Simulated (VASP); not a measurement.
An input for Quantum ESPRESSO's pw.x (written as the equivalent of a VASP run, and not itself run):

```
&CONTROL
  calculation = 'scf'
  pseudo_dir = './pseudo'
  outdir = './out'
  tprnfor = .true.
  tstress = .true.
/
&SYSTEM
  ibrav = 0
  nat = 3
  ntyp = 2
  ecutwfc = 76
  occupations = 'smearing'
  smearing = 'methfessel-paxton'
  degauss = 0.00735
  input_dft = 'vdw-df-cx'
/
&ELECTRONS
  conv_thr = 7.3e-09
  electron_maxstep = 100
/
ATOMIC_SPECIES
  Al 26.982 Al.upf
  Au 196.967 Au.upf
CELL_PARAMETERS angstrom
     0.0000000    2.9750101    2.9750101
     2.9750101    0.0000000    2.9750101
     2.9750101    2.9750101    0.0000000
ATOMIC_POSITIONS crystal
  Al   0.2500000  0.2500000  0.2500000
  Al   0.7500000  0.7500000  0.7500000
  Au   0.0000000  0.0000000  0.0000000
K_POINTS automatic
  9 9 9 0 0 0
```

Q: Write the VASP files for the same calculation (vdW-DF-cx).

A: This is not unique; one that fits is 
**KPOINTS**
```
kpoints
0
G
9 9 9
0 0 0
```

**POSCAR**
```
AuAl2
1
    0.0000000000     2.9750101345     2.9750101345
    2.9750101345     0.0000000000     2.9750101345
    2.9750101345     2.9750101345     0.0000000000
Al Au
2 1
Direct
  0.2500000000   0.2500000000   0.2500000000
  0.7500000000   0.7500000000   0.7500000000
  0.0000000000   0.0000000000   0.0000000000
```

### INCAR
```
! general
SYSTEM  =AuAl2
PREC    =Accurate
ENCUT   =520   ! plane-wave cut-off (eV)
LREAL   =.FALSE.   ! projection in real space or not
LASPH   =.TRUE.

! electronic loop
EDIFF   =1E-7
NELM    =100
ALGO    =Normal   ! blocked Davidson
LMAXMIX =6   ! l cut-off of mixed one-centre charges

! smearing
ISMEAR  =1   ! Methfessel-Paxton
SIGMA   =0.1

! functional
GGA     =CX
LUSE_VDW=.TRUE.
AGGAC   =0.0

! ions
ISIF    =2

! output
LWAVE   =.FALSE.
LCHARG  =.FALSE.
```

POTCAR, in this order: Al Au (PBE.64 set). Program: vasp_std.

The two are equivalent in intent, not identical: the potentials are each code's own (VASP's PAW set, PseudoDojo norm-conserving files in pw.x), so ENCUT and ecutwfc are chosen apart and not converted; conv_thr bounds pw.x's estimated SCF error, while EDIFF bounds the energy change between steps.

The compound is AuAl2 in the fluorite structure. This cell is one point of a volume scan, at 0.97 of the reference volume.
